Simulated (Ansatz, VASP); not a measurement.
## Ti2BeH6 in VASP and in Ansatz

```
Ti Be H
1.0
     0.00000    3.77979    3.77979
     3.77979    0.00000    3.77979
     3.77979    3.77979    0.00000
Ti Be H
2 1 6
Direct
  0.25000 0.25000 0.25000
  0.75000 0.75000 0.75000
  0.00000 0.00000 0.00000
  0.75000 0.25000 0.25000
  0.25000 0.75000 0.75000
  0.25000 0.75000 0.25000
  0.75000 0.25000 0.75000
  0.25000 0.25000 0.75000
  0.75000 0.75000 0.25000
```

Change from the starting cell: ordered vacancies on the cation sites of perovskite (Fm-3m, No. 225).

Alike in both runs: task relaxation of cell and atoms; functional PBE; k mesh 4 × 4 × 4; occupations gaussian, width 0.1 eV; no spin polarisation.

|  | VASP | Ansatz |
| --- | --- | --- |
| version | VASP 6.6.1 | Ansatz 0.2.0 |
| potentials or method | VASP PAW PBE potentials, release 64 (Ti_sv, Be, H) | scalar-relativistic, plane waves, PAW |
| plane-wave cutoff (eV) | 600 | 420 |
| valence electrons in the cell | 32 | 32 |

Ansatz gave:

- gap on the k mesh at the Fermi level, each at its own relaxed structure (eV): none
- relaxed volume (Å³/atom): 6.18
- relaxed cell length with the largest relative difference (Å): 4.284
- energy change over the relaxation (meV/atom): -735

Task: Which values does VASP return?

Result: gap on the k mesh at the Fermi level, each at its own relaxed structure (eV): none; relaxed volume (Å³/atom): 6.15; relaxed cell length with the largest relative difference (Å): 4.279; energy change over the relaxation (meV/atom): -733.

A gap of «none» marks a metal or a gap that the smearing closes.

Caveats: the volume moved by over 15 % at a fixed basis, so the end points are rough (VASP).
